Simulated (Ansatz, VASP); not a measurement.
**NaF (Villiaumite): VASP beside Ansatz**

Wanted: the spread between two codes on one cell, functional and k mesh. The cell is taken from a series of runs on this material, whose earlier steps may have relaxed, scaled, displaced or heated it; both programs get it as it stands.

Program: Ansatz 0.2.0. Level of theory: plane waves, with VASP 6.6.1 beside it; zone-centre phonons at PBEsol. Results are calculated unless marked as measured.

## Step 1: Set-up

It takes space group Fm-3m (No. 225, cubic). Conventional cell: a = 4.629 Å, b = 4.629 Å, c = 4.629 Å, α = 90.00°, β = 90.00°, γ = 90.00°. Nearest to Na lie 6 F at 2.31 Å. F has 6 Na at 2.31 Å nearest. Farther neighbours and most contacts between anions are not listed.

Structure file:

```cif
data_structure
_symmetry_space_group_name_H-M 'Fm-3m'
_symmetry_Int_Tables_number 225
_cell_length_a 4.6292
_cell_length_b 4.6292
_cell_length_c 4.6292
_cell_angle_alpha 90.000
_cell_angle_beta 90.000
_cell_angle_gamma 90.000
_cell_volume 99.20
loop_
_atom_site_label
_atom_site_type_symbol
_atom_site_symmetry_multiplicity
_atom_site_Wyckoff_symbol
_atom_site_fract_x
_atom_site_fract_y
_atom_site_fract_z
_atom_site_occupancy
Na1 Na 4 a 0.00000 0.00000 0.00000 1
F1 F 4 b 0.50000 0.00000 0.00000 1
```

## Step 2: VASP: zone-centre phonons, PBEsol

Second derivatives magnify differences that forces hide, and they need a tight electronic threshold.

Lines of VASP's logs that name or quote its potential files are left out, and so is its time.

Contents of INCAR:

```
SYSTEM = NaF
PREC = Accurate
ENCUT = 600
EDIFF = 1E-08
NELM = 120
ISMEAR = 0
SIGMA = 0.01
LREAL = .FALSE.
ALGO = Normal
GGA = PS
NBANDS = 13
LORBIT = 11
LWAVE = .FALSE.
LCHARG = .FALSE.
ISIF = 2
IBRION = 8
LEPSILON = .TRUE.
LASPH = .TRUE.
GGA_COMPAT = .FALSE.
EFERMI = MIDGAP
KPAR = 2
```

Contents of POSCAR:

```
NaF
1.0
    0.0000000000      2.3145907609      2.3145907609
    2.3145907609      0.0000000000      2.3145907609
    2.3145907609      2.3145907609      0.0000000000
Na F
1 1
Direct
    0.0000000000      0.0000000000      0.0000000000
    0.5000000000      0.5000000000      0.5000000000
```

Contents of KPOINTS:

```
Automatic mesh
0
Gamma
8 8 8
0 0 0
```

PAW data sets: Na_pv and F (PBE family, release 64).

On the command line:

```
mpirun -np 2 vasp_std
```

Numbers of over 12 decimals in the logs are rounded to 6 here.

Output:

```text
[banner, memory and clock lines left out]
running    2 mpi-ranks, on    1 nodes
 distrk:  each k-point on    1 cores,    2 groups
 distr:  one band on    1 cores,    1 groups

 POSCAR found type information on POSCAR NaF
 POSCAR found :  2 types and       2 ions
|                                                                             |
|               ----> ADVICE to this user running VASP <----                  |
|                                                                             |
|     You enforced a specific xc type in the INCAR file but a different       |
|     [... a line on the potential file left out ...]
|     I HOPE YOU KNOW WHAT YOU ARE DOING!                                     |
|                                                                             |

 LDA part: xc-table for (Slater+PW92), standard interpolation
 POSCAR, INCAR and KPOINTS ok, starting setup
 FFT: planning ... GRIDC
 FFT: planning ... GRID_SOFT
 FFT: planning ... GRID
 WAVECAR not read
 entering main loop
       N       E                     dE             d eps       ncg     rms          rms(c)
DAV:   1     0.119148620969E+03    0.11915E+03   -0.85074E+03   769   0.144E+03
DAV:   2    -0.314491590187E+01   -0.12229E+03   -0.11161E+03   812   0.381E+02
DAV:   3    -0.948410474418E+01   -0.63392E+01   -0.63228E+01   944   0.800E+01
DAV:   4    -0.953858799272E+01   -0.54483E-01   -0.54481E-01   809   0.783E+00
DAV:   5    -0.953915217327E+01   -0.56418E-03   -0.56418E-03   939   0.811E-01    0.490E+00
DAV:   6    -0.878668808771E+01    0.75246E+00   -0.27535E+00   894   0.157E+01    0.182E+00
DAV:   7    -0.877148099019E+01    0.15207E-01   -0.28446E-02   774   0.224E+00    0.103E+00
DAV:   8    -0.877012251803E+01    0.13585E-02   -0.26066E-02   774   0.374E+00    0.147E-01
DAV:   9    -0.877065948841E+01   -0.53697E-03   -0.43528E-03   899   0.678E-01    0.114E-01
DAV:  10    -0.877053741177E+01    0.12208E-03   -0.96517E-04   799   0.372E-01    0.142E-02
DAV:  11    -0.877053984767E+01   -0.24359E-05   -0.45210E-05   829   0.149E-01    0.618E-03
DAV:  12    -0.877054014194E+01   -0.29426E-06   -0.55341E-06   926   0.344E-02    0.283E-03
DAV:  13    -0.877054015173E+01   -0.97932E-08   -0.91936E-07   804   0.972E-03    0.158E-03
DAV:  14    -0.877054011683E+01    0.34898E-07   -0.21008E-07   874   0.739E-03    0.544E-05
DAV:  15    -0.877054012017E+01   -0.33363E-08   -0.11887E-08   674   0.952E-04
   1 F= -.87705401E+01 E0= -.87705401E+01  d E =0.000000E+00
 Linear response reoptimize wavefunctions to high precision
DAV:   1    -0.877054011947E+01    0.69440E-09   -0.30868E-10   502   0.205E-04
DAV:   2    -0.877054011946E+01    0.11596E-10   -0.27573E-11   417   0.562E-05
 Linear response G [H, r] |phi>, progress :
  Direction:   1
       N       E                     dE             d eps       ncg     rms
RMM:   1    -0.435707286493E+02   -0.43571E+02   -0.19110E+02  1259   0.114E+02
RMM:   2    -0.439045277236E+02   -0.33380E+00   -0.55154E+00  1379   0.228E+01
RMM:   3    -0.438861387231E+02    0.18389E-01   -0.31533E-01  1429   0.525E+00
RMM:   4    -0.438860668418E+02    0.71881E-04   -0.69568E-03  1459   0.676E-01
RMM:   5    -0.438860831842E+02   -0.16342E-04   -0.21033E-04  1506   0.138E-01
RMM:   6    -0.438860839174E+02   -0.73326E-06   -0.62793E-06  1505   0.236E-02
RMM:   7    -0.438860839649E+02   -0.47437E-07    0.14046E-06  1459   0.487E-03
RMM:   8    -0.438860839179E+02    0.46953E-07    0.21006E-06  1403   0.159E-03
RMM:   9    -0.438860839982E+02   -0.80339E-07    0.12798E-06  1165   0.962E-04
RMM:  10    -0.438860827993E+02    0.11989E-05    0.13267E-05   987   0.940E-04
RMM:  11    -0.438860833879E+02   -0.58860E-06    0.73101E-06   878   0.839E-04
RMM:  12    -0.438860829161E+02    0.47180E-06    0.11551E-05   811   0.932E-04
RMM:  13    -0.438860829397E+02   -0.23589E-07    0.89522E-06   743   0.932E-04
RMM:  14    -0.438860829971E+02   -0.57385E-07    0.64976E-06   661   0.926E-04
 Linear response G [H, r] |phi>, progress :
  Direction:   2
       N       E                     dE             d eps       ncg     rms
RMM:   1    -0.434934155837E+02   -0.43493E+02   -0.16420E+02  1223   0.116E+02
RMM:   2    -0.436283550731E+02   -0.13494E+00   -0.57241E+00  1375   0.225E+01
RMM:   3    -0.435986524901E+02    0.29703E-01   -0.30705E-01  1423   0.526E+00
RMM:   4    -0.435989358284E+02   -0.28334E-03   -0.75754E-03  1449   0.707E-01
RMM:   5    -0.435989544156E+02   -0.18587E-04   -0.17803E-04  1511   0.129E-01
RMM:   6    -0.435989554579E+02   -0.10423E-05   -0.82888E-06  1499   0.257E-02
RMM:   7    -0.435989554336E+02    0.24320E-07    0.15146E-06  1463   0.445E-03
RMM:   8    -0.435989554559E+02   -0.22285E-07    0.14861E-06  1384   0.144E-03
RMM:   9    -0.435989554729E+02   -0.17023E-07    0.12762E-06  1141   0.999E-04
[...]
RMM:   1    -0.421167916587E+02   -0.42117E+02   -0.16724E+02  1176   0.112E+02
RMM:   2    -0.418768412411E+02    0.23995E+00   -0.56374E+00  1313   0.212E+01
RMM:   3    -0.418568403742E+02    0.20001E-01   -0.35847E-01  1420   0.486E+00
RMM:   4    -0.418550946489E+02    0.17457E-02   -0.65350E-03  1424   0.629E-01
RMM:   5    -0.418551016387E+02   -0.69898E-05   -0.20028E-04  1461   0.128E-01
RMM:   6    -0.418551022815E+02   -0.64282E-06   -0.69136E-06  1469   0.218E-02
[...]
Linear response to external field, progress :
  Direction:   1
       N       E                     dE             d eps       ncg     rms          rms(c)
RMM:   1    -0.545798316416E-01   -0.54580E-01   -0.76365E-02  1958   0.333E+00
RMM:   2    -0.623438178507E-01   -0.77640E-02   -0.39844E-03  2842   0.502E-01    0.375E-01
RMM:   3    -0.618141710304E-01    0.52965E-03   -0.86019E-04  2745   0.229E-01    0.225E-01
RMM:   4    -0.659444876678E-01   -0.41303E-02   -0.17554E-03  2734   0.340E-01    0.242E-02
RMM:   5    -0.665631511922E-01   -0.61866E-03   -0.46014E-05  2802   0.717E-02    0.398E-03
RMM:   6    -0.666330088741E-01   -0.69858E-04   -0.19598E-06  2874   0.122E-02    0.128E-03
RMM:   7    -0.666356325516E-01   -0.26237E-05   -0.57274E-08  2845   0.265E-03    0.225E-04
RMM:   8    -0.666400266932E-01   -0.43941E-05   -0.51890E-09  2891   0.557E-04    0.357E-05
RMM:   9    -0.666397626035E-01    0.26409E-06   -0.44062E-10  2557   0.162E-04    0.177E-05
RMM:  10    -0.666397738035E-01   -0.11200E-07   -0.18453E-10  1833   0.522E-05    0.270E-06
 change of polarisation eV/A/(eV/A) component  1 :     0.121     0.015     0.005
 dielectric tensor                  component  1 :     1.883     0.110     0.040
 Linear response to external field, progress :
  Direction:   2
       N       E                     dE             d eps       ncg     rms          rms(c)
RMM:   1    -0.545603756924E-01   -0.54560E-01   -0.76171E-02  1957   0.334E+00
RMM:   2    -0.623433089165E-01   -0.77829E-02   -0.39943E-03  2845   0.505E-01    0.375E-01
RMM:   3    -0.618123806313E-01    0.53093E-03   -0.86150E-04  2749   0.229E-01    0.225E-01
RMM:   4    -0.659442466870E-01   -0.41319E-02   -0.17562E-03  2733   0.340E-01    0.242E-02
RMM:   5    -0.665626159174E-01   -0.61837E-03   -0.46348E-05  2800   0.720E-02    0.406E-03
RMM:   6    -0.666331672212E-01   -0.70551E-04   -0.19695E-06  2869   0.122E-02    0.127E-03
RMM:   7    -0.666356357411E-01   -0.24685E-05   -0.57959E-08  2847   0.266E-03    0.214E-04
RMM:   8    -0.666400021186E-01   -0.43664E-05   -0.51742E-09  2889   0.554E-04    0.353E-05
RMM:   9    -0.666397700835E-01    0.23204E-06   -0.48138E-10  2549   0.163E-04    0.177E-05
RMM:  10    -0.666397778308E-01   -0.77473E-08   -0.12628E-10  1825   0.544E-05    0.246E-06
 change of polarisation eV/A/(eV/A) component  2 :     0.010     0.121    -0.005
 dielectric tensor                  component  2 :     0.073     1.883    -0.036
 Linear response to external field, progress :
  Direction:   3
       N       E                     dE             d eps       ncg     rms          rms(c)
RMM:   1    -0.545684062348E-01   -0.54568E-01   -0.76251E-02  1956   0.334E+00
RMM:   2    -0.623433298491E-01   -0.77749E-02   -0.39931E-03  2843   0.505E-01    0.375E-01
RMM:   3    -0.618121928030E-01    0.53114E-03   -0.86138E-04  2753   0.229E-01    0.225E-01
RMM:   4    -0.659442833825E-01   -0.41321E-02   -0.17561E-03  2733   0.340E-01    0.242E-02
RMM:   5    -0.665626166162E-01   -0.61833E-03   -0.46345E-05  2801   0.720E-02    0.406E-03
RMM:   6    -0.666331631323E-01   -0.70547E-04   -0.19687E-06  2872   0.122E-02    0.127E-03
RMM:   7    -0.666356361511E-01   -0.24730E-05   -0.57932E-08  2850   0.266E-03    0.214E-04
RMM:   8    -0.666400042312E-01   -0.43681E-05   -0.51745E-09  2898   0.554E-04    0.353E-05
RMM:   9    -0.666397706947E-01    0.23354E-06   -0.48339E-10  2546   0.163E-04    0.177E-05
RMM:  10    -0.666397787405E-01   -0.80458E-08   -0.12263E-10  1829   0.545E-05    0.246E-06
 change of polarisation eV/A/(eV/A) component  3 :    -0.001     0.004     0.121
 dielectric tensor                  component  3 :    -0.005     0.031     1.883
 Linear response DOF=           2
 Linear response progress:
  Degree of freedom:   1/  2
       N       E                     dE             d eps       ncg     rms          rms(c)
RMM:   1    -0.157813709052E+00   -0.15781E+00   -0.29770E-01  1613   0.645E+00
RMM:   2    -0.161272093406E+00   -0.34584E-02   -0.13190E-02  2517   0.102E+00    0.136E-02
RMM:   3    -0.161350272473E+00   -0.78179E-04   -0.31359E-04  2788   0.151E-01    0.627E-03
RMM:   4    -0.161412407674E+00   -0.62135E-04   -0.20962E-05  2971   0.392E-02    0.190E-03
RMM:   5    -0.161432750236E+00   -0.20343E-04   -0.20452E-06  3083   0.100E-02    0.930E-04
RMM:   6    -0.161443997841E+00   -0.11248E-04   -0.23134E-07  3000   0.309E-03    0.794E-05
RMM:   7    -0.161445053626E+00   -0.10558E-05   -0.95810E-08  3144   0.111E-03    0.396E-05
RMM:   8    -0.161445524451E+00   -0.47083E-06   -0.99799E-09  3058   0.435E-04    0.945E-06
RMM:   9    -0.161445620100E+00   -0.95649E-07   -0.73071E-10  3234   0.200E-04    0.408E-06
RMM:  10    -0.161445657243E+00   -0.37143E-07    0.33066E-08  3122   0.951E-05    0.101E-06
RMM:  11    -0.161445664826E+00   -0.75835E-08    0.36043E-08  3019   0.555E-05    0.471E-07
 first order change of Fermi-energy  -0.40835E-04
 force on displaced ion       1 direction 1 :  -2.299   0.000   0.000
 Born effective charge ion    1 direction 1 :   1.007   0.000   0.000
 Linear response progress:
  Degree of freedom:   2/  2
       N       E                     dE             d eps       ncg     rms          rms(c)
RMM:   1    -0.526985958926E+00   -0.52699E+00    0.63191E-01  2720   0.486E+00
RMM:   2    -0.524357589694E+00    0.26284E-02   -0.10036E-02  2839   0.964E-01    0.817E-02
RMM:   3    -0.525662999160E+00   -0.13054E-02   -0.46135E-04  2665   0.161E-01    0.460E-02
RMM:   4    -0.527560798288E+00   -0.18978E-02   -0.18414E-04  2562   0.989E-02    0.109E-02
RMM:   5    -0.527743465033E+00   -0.18267E-03   -0.61062E-06  2779   0.287E-02    0.335E-03
RMM:   6    -0.527605883557E+00    0.13758E-03   -0.74995E-07  2556   0.734E-03    0.777E-04
RMM:   7    -0.527582869413E+00    0.23014E-04   -0.56974E-08  2851   0.228E-03    0.223E-04
RMM:   8    -0.527593792121E+00   -0.10923E-04   -0.81194E-09  2635   0.628E-04    0.281E-05
RMM:   9    -0.527593843215E+00   -0.51094E-07   -0.27600E-09  2951   0.166E-04    0.680E-06
RMM:  10    -0.527593861783E+00   -0.18568E-07   -0.27943E-09  2872   0.626E-05    0.256E-06
RMM:  11    -0.527593818422E+00    0.43361E-07   -0.27468E-09  2973   0.465E-05    0.127E-06
RMM:  12    -0.527593793186E+00    0.25236E-07   -0.28020E-09  2645   0.430E-05    0.929E-08
 first order change of Fermi-energy   0.83990E-03
 force on displaced ion       2 direction 1 :  -2.263   0.000   0.000
 Born effective charge ion    2 direction 1 :  -1.008   0.000   0.000
 Born effective charges drift removed
 Linear response finished
```

OUTCAR, selected parts (step 2):

```text
ion  position               nearest neighbor table
   1  0.000  0.000  0.000-   2 2.31   2 2.31   2 2.31   2 2.31   2 2.31   2 2.31
   2  0.500  0.500  0.500-   1 2.31   1 2.31   1 2.31   1 2.31   1 2.31   1 2.31

  LATTYP: Found a face centered cubic cell.
 ALAT       =     4.6291815218

 Subroutine GETGRP returns: Found 48 space group operations
 (whereof 48 operations were pure point group operations)

The static configuration has the point symmetry O_h .

 Found     29 irreducible k-points:

   k-points           NKPTS =     29   k-points in BZ     NKDIM =     29   number of bands    NBANDS=     13

   dimension x,y,z NGX =    28 NGY =   28 NGZ =   28
   dimension x,y,z NGXF=    56 NGYF=   56 NGZF=   56

   ENCUT  =  600.0 eV  44.10 Ry    6.64 a.u.   6.54  6.54  6.54*2*pi/ulx,y,z

   NELECT =      14.0000    total number of electrons

 k-points in reciprocal lattice and weights: Automatic mesh
   0.00000000  0.00000000  0.00000000       0.002
   0.12500000  0.00000000  0.00000000       0.016
   0.25000000  0.00000000  0.00000000       0.016
   0.37500000  0.00000000  0.00000000       0.016
   0.50000000  0.00000000  0.00000000       0.008
   0.12500000  0.12500000  0.00000000       0.012
   0.25000000  0.12500000  0.00000000       0.047
   0.37500000  0.12500000  0.00000000       0.047
   0.50000000  0.12500000  0.00000000       0.047
[...]
-0.37500000  0.50000000  0.12500000       0.023
  -0.25000000  0.50000000  0.25000000       0.012

 average (electrostatic) potential at core
       1 -46.6353       2 -77.3160

  Total       -0.0168661     -0.0168661     -0.0168661     -0.0000000     -0.0000000      0.0000000
  in kB       -1.0896117     -1.0896117     -1.0896117     -0.0000000     -0.0000000      0.0000000
  external PRESSURE =      -1.0896117 kB  Pullay stress =       0.0000000 kB

  energy-cutoff  :      600.00
  volume of cell :       24.80
      direct lattice vectors                 reciprocal lattice vectors
     0.000000000  2.314590761  2.314590761    -0.216020909  0.216020909  0.216020909
     2.314590761  0.000000000  2.314590761     0.216020909 -0.216020909  0.216020909
     2.314590761  2.314590761  0.000000000     0.216020909  0.216020909 -0.216020909

 POSITION                                       TOTAL-FORCE (eV/Angst)
 -----------------------------------------------------------------------------------
      0.00000      0.00000      0.00000         0.000000      0.000000      0.000000
      2.31459      2.31459      2.31459        -0.000000     -0.000000     -0.000000
 -----------------------------------------------------------------------------------
    total drift:                                0.000000      0.000000      0.000000

 MACROSCOPIC STATIC DIELECTRIC TENSOR (including local field effects in DFT)
 ------------------------------------------------------
           1.883040     0.000000     0.000000
          -0.000000     1.883040     0.000000
          -0.000000     0.000000     1.883040
 ------------------------------------------------------

 PIEZOELECTRIC TENSOR (including local field effects)  for field in x, y, z        (C/m^2)
          XX          YY          ZZ          XY          YZ          ZX
  --------------------------------------------------------------------------------
  x     0.00000     0.00000     0.00000     0.00000     0.00000     0.00000
  y     0.00000     0.00000     0.00000     0.00000     0.00000     0.00000
  z     0.00000     0.00000     0.00000     0.00000     0.00000     0.00000

 BORN EFFECTIVE CHARGES (including local field effects) (in |e|, cummulative output)
 ---------------------------------------------------------------------------------
 ion    1
    1     1.00730     0.00000     0.00000
    2     0.00000     1.00730     0.00000
    3     0.00000     0.00000     1.00730
 ion    2
    1    -1.00730     0.00000     0.00000
    2     0.00000    -1.00730     0.00000
    3     0.00000     0.00000    -1.00730

 Eigenvectors and eigenvalues of the dynamical matrix
 ----------------------------------------------------

   1 f  =    7.317774 THz    45.978930 2PiTHz  244.094667 cm-1    30.263868 meV
             X         Y         Z           dx          dy          dz
      0.000000  0.000000  0.000000     0.000000    0.675574    0.000000
      2.314591  2.314591  2.314591     0.000000   -0.737292    0.000000

   2 f  =    7.317774 THz    45.978930 2PiTHz  244.094667 cm-1    30.263868 meV
             X         Y         Z           dx          dy          dz
      0.000000  0.000000  0.000000    -0.675574    0.000000    0.000000
      2.314591  2.314591  2.314591     0.737292    0.000000    0.000000

   3 f  =    7.317774 THz    45.978930 2PiTHz  244.094667 cm-1    30.263868 meV
             X         Y         Z           dx          dy          dz
      0.000000  0.000000  0.000000     0.000000    0.000000   -0.675574
      2.314591  2.314591  2.314591     0.000000    0.000000    0.737292

   4 f/i=    0.028940 THz     0.181837 2PiTHz    0.965342 cm-1     0.119687 meV
             X         Y         Z           dx          dy          dz
      0.000000  0.000000  0.000000     0.737292    0.000000    0.000000
      2.314591  2.314591  2.314591     0.675574    0.000000    0.000000

   5 f/i=    0.028940 THz     0.181837 2PiTHz    0.965342 cm-1     0.119687 meV
             X         Y         Z           dx          dy          dz
      0.000000  0.000000  0.000000     0.000000   -0.737292    0.000000
      2.314591  2.314591  2.314591     0.000000   -0.675574    0.000000

   6 f/i=    0.028940 THz     0.181837 2PiTHz    0.965342 cm-1     0.119687 meV
             X         Y         Z           dx          dy          dz
      0.000000  0.000000  0.000000     0.000000    0.000000    0.737292
      2.314591  2.314591  2.314591     0.000000    0.000000    0.675574

 MACROSCOPIC STATIC DIELECTRIC TENSOR IONIC CONTRIBUTION
 ------------------------------------------------------
           3.245740    -0.000000     0.000000
          -0.000000     3.245740    -0.000000
           0.000000    -0.000000     3.245740
 ------------------------------------------------------

 ELASTIC MODULI CONTR FROM IONIC RELAXATION (kBar)
 Direction    XX          YY          ZZ          XY          YZ          ZX
 --------------------------------------------------------------------------------
 XX           0.0000      0.0000      0.0000      0.0000      0.0000      0.0000
 YY           0.0000      0.0000      0.0000      0.0000      0.0000      0.0000
 ZZ           0.0000      0.0000      0.0000      0.0000      0.0000      0.0000
 XY           0.0000      0.0000      0.0000      0.0000      0.0000      0.0000
 YZ           0.0000      0.0000      0.0000      0.0000      0.0000      0.0000
 ZX           0.0000      0.0000      0.0000      0.0000      0.0000      0.0000
 --------------------------------------------------------------------------------

 PIEZOELECTRIC TENSOR IONIC CONTR  for field in x, y, z        (C/m^2)
          XX          YY          ZZ          XY          YZ          ZX
  --------------------------------------------------------------------------------
  x     0.00000     0.00000     0.00000     0.00000     0.00000     0.00000
  y     0.00000     0.00000     0.00000     0.00000     0.00000     0.00000
  z     0.00000     0.00000     0.00000     0.00000     0.00000     0.00000
```

[end of part 1 of 2]

[Lines on the potential files, build, host, timing and source positions are cut from VASP's logs without a mark.]

[Logs are printed without paths, hosts, clocks, repeated set-up lines and the standing remarks that a program may print on its own settings, such as how far it seeks lower states.]

[Hosts, paths, dates, database ids (printed as entryN), source tags and the programs' standing remarks are cut or masked in the printed files.]
